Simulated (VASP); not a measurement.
These are PBE GGA, VASP's PBE PAW potentials (set 64) (plane waves; VASP 6.6.1) values and carry that method's errors.

VASP ran on this input.

### KPOINTS
```
Automatic mesh
0
Gamma
7 7 7
0 0 0
```

POSCAR:
```
CdS
4.1976690
  0.0000000000   0.7071067299   0.7071067299
  0.7071067299   0.0000000000   0.7071067299
  0.7071067299   0.7071067299   0.0000000000
Cd S
1 1
Cart
  0.0000000000   0.0000000000   0.0000000000
  0.3535533650   0.3535533650   0.3535533650
```

INCAR:
```
! general
SYSTEM   =  CdS
PREC     =  Accurate
ENCUT    =  150
LREAL    =  .FALSE.
LASPH    =  .TRUE.

! electronic loop
EDIFF    =  1E-6
NELM     =  100
ALGO     =  Normal
LMAXMIX  =  4

! smearing
ISMEAR   =  0
SIGMA    =  0.05

! functional
GGA      =  PE

! ions
ISIF     =  2

! output
LWAVE    =  .FALSE.
LCHARG   =  .FALSE.
```

POTCAR, in this order: Cd S (PBE.64 set). Program: vasp_std.

At this cut-off the stress carries a Pulay error, which pulls relaxed volumes low.

**Question.** Estimate the energy per atom (σ→0), pressure.

**Answer.** 
The energy per atom (σ→0) is 1.076 eV/atom and the pressure comes out as -257.72 GPa.

File OSZICAR:
```
...
DAV:   7     0.214924093493E+01    0.29913E+00   -0.18053E+00   555   0.125E+01    0.575E+00
DAV:   8     0.215024754821E+01    0.10066E-02   -0.85293E-02   540   0.214E+00    0.115E+00
DAV:   9     0.215237980271E+01    0.21323E-02   -0.76612E-03   555   0.607E-01    0.529E-01
DAV:  10     0.215209685172E+01   -0.28295E-03   -0.10620E-03   590   0.186E-01    0.633E-02
DAV:  11     0.215206861684E+01   -0.28235E-04   -0.56868E-05   545   0.467E-02    0.222E-02
DAV:  12     0.215205748868E+01   -0.11128E-04   -0.17893E-05   540   0.280E-02    0.160E-02
DAV:  13     0.215205667727E+01   -0.81141E-06   -0.76189E-07   450   0.506E-03
   1 F= 0.21520567E+01 E0= 0.21520567E+01  d E =-.231029E-16
```

The compound is CdS in the zinc blende structure, a metastable form; wurtzite is the usual one. The cell was not relaxed at this level. The run is one of a series of settings (ENCUT = 150 against the base run), some of them coarse on purpose.
